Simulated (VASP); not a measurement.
VASP input:

**KPOINTS**
```
Automatic mesh
0
G
  12 12 12
0 0 0
```

**POSCAR**
```
C
1.0
  0.0000000000   1.7779603442   1.7779603442
  1.7779603442   0.0000000000   1.7779603442
  1.7779603442   1.7779603442   0.0000000000
C
2
Cart
  0.0000000000   0.0000000000   0.0000000000
  0.8889801721   0.8889801721   0.8889801721
```

**INCAR**
```
# general
SYSTEM   =  C
PREC     =  Accurate
ENCUT    =  600   # plane-wave cut-off (eV)
LREAL    =  .False.   # projection in real space or not
LASPH    =  .True.   # aspherical one-centre terms

# electronic loop
EDIFF    =  1E-7   # SCF stop (eV)
NELM     =  100
ALGO     =  Normal
LMIXTAU  =  .True.

# smearing
ISMEAR   =  0   # Gaussian
SIGMA    =  0.05   # width (eV)

# functional
METAGGA  =  R2SCAN

# ions
IBRION   =  2
NSW      =  40
ISIF     =  3   # ions, shape and volume
EDIFFG   =  -0.01   # ionic stop
PSTRESS  =  20

# output
LWAVE    =  .False.
LCHARG   =  .False.
```

POTCAR, in this order: C (PBE.64 set). Program: vasp_std.

**Question.** Translate this r2SCAN calculation to Ansatz.

**Answer.** One equivalent input (not run):
Ansatz 0.2 input:
```yaml
crystal:
  lattice:
    - [0.0000000, 1.7779603, 1.7779603]
    - [1.7779603, 0.0000000, 1.7779603]
    - [1.7779603, 1.7779603, 0.0000000]
  atoms:
    - { symbol: C, position: [0.0000000, 0.0000000, 0.0000000] }
    - { symbol: C, position: [0.2500000, 0.2500000, 0.2500000] }
kpoints:
  mp_grid: { grid: [12, 12, 12] }
hamiltonian:
  xc: r2scan
  pseudopotentials: { kind: paw }
scf:
  occupations: { method: gaussian, width: 0.05 }
  max_iter: 100
relax:
  max_steps: 40
  f_tol: 0.01
  cell: { p_target: 2 }
output: { forces: true, stress: true, eigenvalues: true }
```
The two are equivalent in intent, not identical: each code has its own PAW files, so the cut-off isn't converted (ENCUT is set for VASP's; basis.ecutwfc is left out, and Ansatz then takes the one that its files recommend); Ansatz stops its SCF on the density residual and VASP on the energy change (EDIFF).

The compound is C in the diamond structure. It was relaxed first under an external pressure of 2 GPa.
